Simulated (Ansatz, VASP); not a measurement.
**TiO2 (Anatase): VASP beside Ansatz**

One calculation is typed for both programs; each brings its own data sets. How far apart do they land? The cell is taken from a series of runs on this material, whose earlier steps may have relaxed, scaled, displaced or heated it; both programs get it as it stands.

Method: plane waves, with VASP 6.6.1 beside it; single point at HSE06, in Ansatz 0.2.0.

## Step 1: Set-up

Symmetry: I4_1/amd, No. 141, tetragonal system. Conventional cell: a = 3.799 Å, b = 3.799 Å, c = 9.700 Å, α = 90.00°, β = 90.00°, γ = 90.00°. Nearest to Ti lie 6 O at 1.95 to 2.00 Å. Nearest to O lie 3 Ti at 1.95 to 2.00 Å. Farther neighbours and most contacts between anions are not listed.

## Step 2: VASP: single point, HSE06

With cell and atoms fixed, the geometry can't cause a difference; cores, projectors, grids and the points listed under the comparison can.

Lines of VASP's logs that name or quote its potential files are left out, and so is its time.

The run reads the wave functions of an earlier VASP run, which isn't shown here.

Contents of INCAR:

```
SYSTEM = TiO2
PREC = Accurate
ENCUT = 520
EDIFF = 1E-06
NELM = 100
ISMEAR = 0
SIGMA = 0.01
LREAL = .FALSE.
ALGO = Normal
LHFCALC = .TRUE.
AEXX = 0.25
GGA = PE
HFSCREEN = 0.208
LASPH = .TRUE.
NBANDS = 30
PRECFOCK = Fast
LORBIT = 11
LWAVE = .FALSE.
LCHARG = .FALSE.
KPAR = 16
ISIF = 2
```

Contents of POSCAR:

```
TiO2
1.0
   -1.8994427693      1.8994427693      4.8500949441
    1.8994427693     -1.8994427693      4.8500949441
    1.8994427693      1.8994427693     -4.8500949441
Ti O
2 4
Direct
    0.0000000000      0.0000000000      0.0000000000
    0.7500000000      0.2500000000      0.5000000000
    0.2064600904      0.2064600904      0.0000000000
    0.9564600904      0.4564600904      0.5000000000
    0.5435399096      0.0435399096      0.5000000000
    0.7935399096      0.7935399096      0.0000000000
```

Contents of KPOINTS:

```
Automatic mesh
0
Gamma
6 6 6
0 0 0
```

Potentials, in the order of the species: Ti_sv and O (PBE family, release 64).

Launch:

```sh
> mpirun -np 16 vasp_std
```

Numbers of over 12 decimals in the logs are rounded to 6 here.

What it wrote:

```text
[banner, memory and clock lines left out]
running   16 mpi-ranks, on    1 nodes
 distrk:  each k-point on    1 cores,   16 groups
 distr:  one band on    1 cores,    1 groups

 POSCAR found type information on POSCAR TiO
 POSCAR found :  2 types and       6 ions
|                                                                             |
|           W    W    AA    RRRRR   N    N  II  N    N   GGGG   !!!           |
|           W    W   A  A   R    R  NN   N  II  NN   N  G    G  !!!           |
|           W    W  A    A  R    R  N N  N  II  N N  N  G       !!!           |
|           W WW W  AAAAAA  RRRRR   N  N N  II  N  N N  G  GGG   !            |
|           WW  WW  A    A  R   R   N   NN  II  N   NN  G    G                |
|           W    W  A    A  R    R  N    N  II  N    N   GGGG   !!!           |
|                                                                             |
|     For optimal performance we recommend to set                             |
|       NCORE = 2 up to number-of-cores-per-socket                            |
|     NCORE specifies how many cores store one orbital (NPAR=cpu/NCORE).      |
|     This setting can greatly improve the performance of VASP for DFT.       |
|     The default, NCORE=1 might be grossly inefficient on modern             |
|     multi-core architectures or massively parallel machines. Do your        |
|     Unfortunately you need to use the default for GW and RPA                |
|     calculations (for HF NCORE is supported but not extensively tested      |
|     yet).                                                                   |
|                                                                             |

 LDA part: xc-table for (Slater+PW92), standard interpolation
 found WAVECAR, reading the header
 POSCAR, INCAR and KPOINTS ok, starting setup
 FFT: planning ... GRIDC
 FFT: planning ... GRID_SOFT
 FFT: planning ... GRID
 reading WAVECAR
 the WAVECAR file was read successfully
 initial charge from wavefunction
 entering main loop
       N       E                     dE             d eps       ncg     rms          rms(c)
DAV:   1    -0.666486241022E+02   -0.66649E+02   -0.30355E+00  1816   0.160E+01    0.444E+00
DAV:   2    -0.663765328509E+02    0.27209E+00   -0.77820E-01  2104   0.118E+01    0.141E+00
DAV:   3    -0.664049838539E+02   -0.28451E-01   -0.23342E-01  2492   0.380E+00    0.108E+00
DAV:   4    -0.663947802322E+02    0.10204E-01   -0.44571E-02  2276   0.204E+00    0.451E-01
DAV:   5    -0.663966363811E+02   -0.18561E-02   -0.10376E-02  1956   0.657E-01    0.263E-01
DAV:   6    -0.663962443815E+02    0.39200E-03   -0.11565E-03  2164   0.411E-01    0.130E-01
DAV:   7    -0.663963651534E+02   -0.12077E-03   -0.51294E-04  2036   0.145E-01    0.941E-02
DAV:   8    -0.663963705991E+02   -0.54457E-05   -0.10167E-04  2340   0.128E-01    0.528E-02
DAV:   9    -0.663963867144E+02   -0.16115E-04   -0.30300E-05  2058   0.512E-02    0.310E-02
DAV:  10    -0.663963918473E+02   -0.51329E-05   -0.43842E-06  2050   0.216E-02    0.186E-02
DAV:  11    -0.663963950964E+02   -0.32491E-05   -0.24990E-06  1900   0.109E-02    0.121E-02
DAV:  12    -0.663963965947E+02   -0.14982E-05   -0.51751E-07  1134   0.790E-03    0.750E-03
DAV:  13    -0.663963973432E+02   -0.74849E-06   -0.36053E-07  1038   0.538E-03
   1 F= -.66396397E+02 E0= -.66396397E+02  d E =-.510268-150
```

Parts of OUTCAR (step 2):

```text
ion  position               nearest neighbor table
   1  0.000  0.000  0.000-   4 1.95   5 1.95   5 1.95   4 1.95   3 2.00   6 2.00
   2  0.750  0.250  0.500-   3 1.95   6 1.95   6 1.95   3 1.95   4 2.00   5 2.00
   3  0.206  0.206  0.000-   2 1.95   2 1.95   1 2.00
   4  0.956  0.456  0.500-   1 1.95   1 1.95   2 2.00
   5  0.544  0.044  0.500-   1 1.95   1 1.95   2 2.00
   6  0.794  0.794  0.000-   2 1.95   2 1.95   1 2.00

  LATTYP: Found a body centered tetragonal cell.
 ALAT       =     3.7988855386
 C/A-ratio  =     2.5534304179

 Subroutine GETGRP returns: Found 16 space group operations
 (whereof  8 operations were pure point group operations)

The static configuration has the point symmetry D_2d.
 The point group associated with its full space group is D_4h.

 Found     30 irreducible k-points:

   k-points           NKPTS =     30   k-points in BZ     NKDIM =    216   number of bands    NBANDS=     30

   dimension x,y,z NGX =    42 NGY =   42 NGZ =   42
   dimension x,y,z NGXF=    84 NGYF=   84 NGZF=   84

   ENCUT  =  520.0 eV  38.22 Ry    6.18 a.u.  10.31 10.31 10.31*2*pi/ulx,y,z

   NELECT =      48.0000    total number of electrons

 k-points in reciprocal lattice and weights: Automatic mesh
   0.00000000  0.00000000  0.00000000       0.005
   0.16666667  0.00000000  0.00000000       0.037
   0.33333333  0.00000000 -0.00000000       0.037
   0.50000000  0.00000000  0.00000000       0.019
   0.16666667  0.16666667  0.00000000       0.037
   0.33333333  0.16666667  0.00000000       0.074
   0.50000000  0.16666667  0.00000000       0.074
  -0.33333333  0.16666667  0.00000000       0.074
  -0.16666667  0.16666667  0.00000000       0.019
[...]
-0.33333333 -0.33333333  0.33333333       0.009
   0.50000000  0.50000000  0.50000000       0.005

  exchange ACFDT corr.  =         0.00000000  see jH, gK, PRB 81, 115126

 average (electrostatic) potential at core
       1 -72.7021       2 -72.7021       3 -64.2096       4 -64.2096       5 -64.2096
       6 -64.2096

 E-fermi :   2.2820

 k-point     1 :       0.0000    0.0000    0.0000
  band No.  band energies     occupation
    ...
     20       1.2980      2.00000
     21       1.3171      2.00000
     22       1.3171      2.00000
     23       1.7123      2.00000
     24       1.7123      2.00000
     25       5.7349      0.00000
     26       6.5170      0.00000
     27       7.7931      0.00000
     28       7.7931      0.00000
     29       7.8281      0.00000
    ...

 k-point     2 :       0.1667    0.0000    0.0000
  band No.  band energies     occupation
    ...
     20       0.7232      2.00000
     21       1.1400      2.00000
     22       1.3255      2.00000
     23       1.4016      2.00000
     24       1.7107      2.00000
     25       6.2841      0.00000
     26       6.6399      0.00000
     27       7.1509      0.00000
     28       7.4043      0.00000
     29       7.7213      0.00000
    ...

 k-point     3 :       0.3333    0.0000   -0.0000
  band No.  band energies     occupation
    ...
     20       0.1466      2.00000
     21       0.4959      2.00000
     22       1.2496      2.00000
     23       1.2810      2.00000
     24       1.5366      2.00000
     25       6.7890      0.00000
     26       7.0390      0.00000
     27       7.2461      0.00000
     28       7.2834      0.00000
     29       7.6841      0.00000
    ...

  Total       -2.7547251     -2.7547251     -3.1553160      0.0000000      0.0000000      0.0000000
  in kB      -63.0559675    -63.0559675    -72.2255381      0.0000000      0.0000000      0.0000000
  external PRESSURE =     -66.1124910 kB  Pullay stress =       0.0000000 kB

  energy-cutoff  :      520.00
  volume of cell :       69.99
      direct lattice vectors                 reciprocal lattice vectors
    -1.899442769  1.899442769  4.850094944     0.000000000  0.263235096  0.103090765
     1.899442769 -1.899442769  4.850094944     0.263235096  0.000000000  0.103090765
     1.899442769  1.899442769 -4.850094944     0.263235096  0.263235096  0.000000000

 POSITION                                       TOTAL-FORCE (eV/Angst)
 -----------------------------------------------------------------------------------
      0.00000      0.00000      0.00000        -0.000000     -0.000000      0.000000
      0.00000      1.89944      2.42505        -0.000000     -0.000000      0.000000
      0.00000      0.00000      2.00270        -0.000000      0.000000     -0.219800
      0.00000      1.89944      4.42775         0.000000     -0.000000     -0.219800
     -0.00000      1.89944      0.42235         0.000000     -0.000000      0.219800
      0.00000      0.00000      7.69749        -0.000000      0.000000      0.219800
 -----------------------------------------------------------------------------------
    total drift:                                0.000001      0.000000     -0.000000

  FREE ENERGIE OF THE ION-ELECTRON SYSTEM (eV)
  ---------------------------------------------------
  free  energy   TOTEN  =       -66.3963973432 eV

  energy  without entropy=      -66.3963973432  energy(sigma->0) =      -66.39639734

 total charge
# of ion       s       p       d       tot
------------------------------------------
    1        2.223   6.301   1.582  10.106
    2        2.223   6.301   1.582  10.106
    3        1.573   3.537   0.000   5.110
    4        1.573   3.537   0.000   5.110
    5        1.573   3.537   0.000   5.110
    6        1.573   3.537   0.000   5.110
--------------------------------------------------
tot         10.736  26.752   3.164  40.652

[... 3 further parts left out ...]
```

The run ends at a pressure of -6.61 GPa, with forces up to 0.22 eV/Å.

(Continued in part 2 of 2.)

[Lines on the potential files, build, host, timing and source positions are cut from VASP's logs without a mark.]

[Logs are printed without paths, hosts, clocks, repeated set-up lines and the standing remarks that a program may print on its own settings, such as how far it seeks lower states.]

[Hosts, paths, dates, database ids (printed as entryN), source tags and the programs' standing remarks are cut or masked in the printed files.]
